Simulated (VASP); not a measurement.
Energy against volume of Li$_{2}$O (antifluorite). Method: optB88-vdW, VASP's PBE PAW potentials (set 64) (plane waves; VASP). Run with 520 eV cut-off, 8×8×8 Γ-centred mesh, Gaussian smearing of 0.050 eV, potentials Li_sv O.

| V (Å³/atom) | E (eV/atom) |
|---|---|
| 7.624 | -3.76419 |
| 7.868 | -3.77125 |
| 8.111 | -3.77384 |
| 8.354 | -3.77258 |

Task: Fit these four points and predict the energy of the run at 8.598 Å³/atom.

Result: A cubic in V^(−2/3), the third-order Birch-Murnaghan form, passes through the four points with V0 = 8.15 Å³/atom and B0 = 83 GPa, and gives -3.7680 eV/atom there. The run gave -3.7680 eV/atom, -0.1 meV/atom from the fit; all five points give B0 = 82 GPa.

The compound is Li2O in the antifluorite structure. It was relaxed first.
